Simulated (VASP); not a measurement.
All values below come from MS2 meta-GGA, VASP's PBE PAW potentials (set 64) (plane waves; VASP).

A VASP calculation is set up with these files.

### INCAR
```
SYSTEM = Sr
PREC = Accurate
ENCUT = 520
EDIFF = 1E-7
NELM = 100
ALGO = Normal
LREAL = .FALSE.
LASPH = .TRUE.
ISMEAR = 1
SIGMA = 0.1
METAGGA = MS2
LMIXTAU = .TRUE.
LMAXMIX = 4
LWAVE = .FALSE.
LCHARG = .FALSE.
ISIF = 2
```

**POSCAR**
```
Sr
1
    0.0000000000     3.0207863768     3.0207863768
    3.0207863768     0.0000000000     3.0207863768
    3.0207863768     3.0207863768     0.0000000000
Sr
1
Direct
  0.0000000000   0.0000000000   0.0000000000
```

**KPOINTS**
```
Automatic mesh
0
gamma
 11 11 11
```

POTCAR, in this order: Sr_sv (PBE.64 set). Program: vasp_std.

What VASP printed:

File OSZICAR:
```
       N       E                     dE             d eps       ncg     rms          rms(c)
DAV:   1     0.277304078690E+02    0.27730E+02   -0.46351E+03  1008   0.917E+02
DAV:   2    -0.149916643859E+02   -0.42722E+02   -0.41561E+02  1147   0.169E+02
DAV:   3    -0.209973522026E+02   -0.60057E+01   -0.59200E+01  1769   0.404E+01
DAV:   4    -0.211727354734E+02   -0.17538E+00   -0.17551E+00  1374   0.689E+00
DAV:   5    -0.211800569227E+02   -0.73214E-02   -0.73166E-02  1551   0.107E+00    0.530E+01
DAV:   6    -0.329276389520E+01    0.17887E+02   -0.39624E+02  1059   0.977E+01    0.266E+01
DAV:   7    -0.650878423768E+01   -0.32160E+01   -0.50406E+00  1118   0.196E+01    0.307E+01
DAV:   8    -0.144030815641E+02   -0.78943E+01   -0.19488E+00  1472   0.192E+01    0.410E+01
DAV:   9    -0.131109242283E+02    0.12922E+01   -0.66735E-02  1189   0.373E+00    0.363E+01
DAV:  10    -0.328373813533E+01    0.98272E+01   -0.31815E+00  1027   0.306E+01    0.782E+00
DAV:  11    -0.256225791476E+01    0.72148E+00   -0.32120E-01  1431   0.605E+00    0.771E+00
DAV:  12    -0.236212104707E+01    0.20014E+00   -0.92293E-02  1445   0.309E+00    0.779E+00
DAV:  13    -0.235853096820E+01    0.35901E-02   -0.16807E-03  1082   0.599E-01    0.770E+00
DAV:  14    -0.232328164301E+01    0.35249E-01   -0.21833E-01  1066   0.601E+00    0.101E+01
DAV:  15    -0.208683491707E+01    0.23645E+00   -0.11182E-01  1008   0.516E+00    0.866E+00
DAV:  16    -0.201150522901E+01    0.75330E-01   -0.26016E-02  1481   0.173E+00    0.868E+00
DAV:  17    -0.237761558556E+01   -0.36611E+00   -0.19001E-01  1046   0.525E+00    0.927E+00
DAV:  18    -0.239329155950E+01   -0.15676E-01   -0.78853E-02  1470   0.316E+00    0.801E+00
DAV:  19    -0.235342655939E+01    0.39865E-01   -0.13678E-01  1489   0.303E+00    0.701E+00
DAV:  20    -0.234852600800E+01    0.49006E-02   -0.26454E-02  1069   0.196E+00    0.406E+00
DAV:  21    -0.236062130813E+01   -0.12095E-01   -0.13029E-02  1089   0.172E+00    0.322E+00
DAV:  22    -0.212912223593E+01    0.23150E+00   -0.43589E-01  1062   0.649E+00    0.235E+00
DAV:  23    -0.216200830409E+01   -0.32886E-01   -0.48733E-02  1107   0.273E+00    0.212E+00
DAV:  24    -0.215962111903E+01    0.23872E-02   -0.55834E-03  1605   0.646E-01    0.232E+00
DAV:  25    -0.216318217472E+01   -0.35611E-02   -0.86019E-04  1038   0.337E-01    0.231E+00
DAV:  26    -0.216569038788E+01   -0.25082E-02   -0.22564E-03  1018   0.680E-01    0.244E+00
DAV:  27    -0.216406185310E+01    0.16285E-02   -0.15822E-04  1114   0.144E-01    0.245E+00
DAV:  28    -0.214020416656E+01    0.23858E-01   -0.43351E-02  1010   0.301E+00    0.222E+00
DAV:  29    -0.214903886347E+01   -0.88347E-02   -0.13473E-02  1010   0.151E+00    0.222E+00
DAV:  30    -0.216882742415E+01   -0.19789E-01   -0.45568E-02  1010   0.224E+00    0.226E+00
DAV:  31    -0.216801012286E+01    0.81730E-03   -0.38292E-03  1247   0.464E-01    0.238E+00
DAV:  32    -0.217100882641E+01   -0.29987E-02   -0.65408E-03  1011   0.533E-01    0.208E+00
DAV:  33    -0.217074208679E+01    0.26674E-03   -0.25572E-03  1012   0.680E-01    0.173E+00
DAV:  34    -0.217359167274E+01   -0.28496E-02   -0.24467E-02  1040   0.140E+00    0.152E+00
DAV:  35    -0.217322519377E+01    0.36648E-03   -0.94184E-03  1033   0.984E-01    0.542E-01
DAV:  36    -0.217274680774E+01    0.47839E-03   -0.44205E-03  1060   0.647E-01    0.313E-01
DAV:  37    -0.217329529656E+01   -0.54849E-03   -0.28981E-03  1011   0.548E-01    0.165E-01
DAV:  38    -0.217320770966E+01    0.87587E-04   -0.74968E-04  1014   0.283E-01    0.269E-01
DAV:  39    -0.217351152284E+01   -0.30381E-03   -0.26490E-03  1029   0.430E-01    0.283E-01
DAV:  40    -0.217348638937E+01    0.25133E-04   -0.28805E-04  1016   0.189E-01    0.332E-01
DAV:  41    -0.217355168595E+01   -0.65297E-04   -0.28256E-04  1012   0.181E-01    0.178E-01
DAV:  42    -0.217351417202E+01    0.37514E-04   -0.10641E-04  1021   0.123E-01    0.177E-01
DAV:  43    -0.217350371004E+01    0.10462E-04   -0.27864E-05  1081   0.676E-02    0.106E-01
DAV:  44    -0.217350612495E+01   -0.24149E-05   -0.22135E-05  1016   0.638E-02    0.604E-02
DAV:  45    -0.217352608180E+01   -0.19957E-04   -0.32558E-05  1015   0.523E-02    0.171E-02
DAV:  46    -0.217353114544E+01   -0.50636E-05   -0.54353E-06  1109   0.239E-02    0.983E-03
DAV:  47    -0.217354228368E+01   -0.11138E-04   -0.19694E-05  1014   0.405E-02    0.127E-02
DAV:  48    -0.217354761116E+01   -0.53275E-05   -0.14735E-05  1071   0.360E-02    0.103E-02
DAV:  49    -0.217355035550E+01   -0.27443E-05   -0.55434E-06  1081   0.222E-02    0.772E-03
DAV:  50    -0.217355172752E+01   -0.13720E-05   -0.45746E-06  1085   0.203E-02    0.628E-03
DAV:  51    -0.217355246337E+01   -0.73586E-06   -0.33983E-06  1047   0.169E-02    0.300E-03
DAV:  52    -0.217355256302E+01   -0.99652E-07   -0.79785E-07  1552   0.831E-03
   1 F= -.21735526E+01 E0= -.21733746E+01  d E =-.533786E-03
```

**OUTCAR**
```
------------------------ aborting loop because EDIFF is reached ----------------------------------------
  FORCE on cell =-STRESS in cart. coord.  units (eV):
  Direction    XX          YY          ZZ          XY          YZ          ZX
  --------------------------------------------------------------------------------------
  Total       -0.0000958     -0.0000958     -0.0000958      0.0000000      0.0000000     -0.0000000
  in kB       -0.0027846     -0.0027846     -0.0027846      0.0000000      0.0000000     -0.0000000
  external PRESSURE =      -0.0027846 kB  Pullay stress =       0.0000000 kB
  volume of cell :       55.13
      direct lattice vectors                 reciprocal lattice vectors
     0.000000000  3.020786377  3.020786377    -0.165519814  0.165519814  0.165519814
     3.020786377  0.000000000  3.020786377     0.165519814 -0.165519814  0.165519814
     3.020786377  3.020786377  0.000000000     0.165519814  0.165519814 -0.165519814
 POSITION                                       TOTAL-FORCE (eV/Angst)
 -----------------------------------------------------------------------------------
      0.00000      0.00000      0.00000         0.000000      0.000000      0.000000
 -----------------------------------------------------------------------------------
    total drift:                                0.000000      0.000000     -0.000000
  FREE ENERGIE OF THE ION-ELECTRON SYSTEM (eV)
  ---------------------------------------------------
  free  energy   TOTEN  =        -2.1735525630 eV

  energy  without entropy=       -2.1730187767  energy(sigma->0) =       -2.17337463
```
(Selected blocks of OUTCAR.)

The compound is Sr in the fcc structure. It was relaxed first.
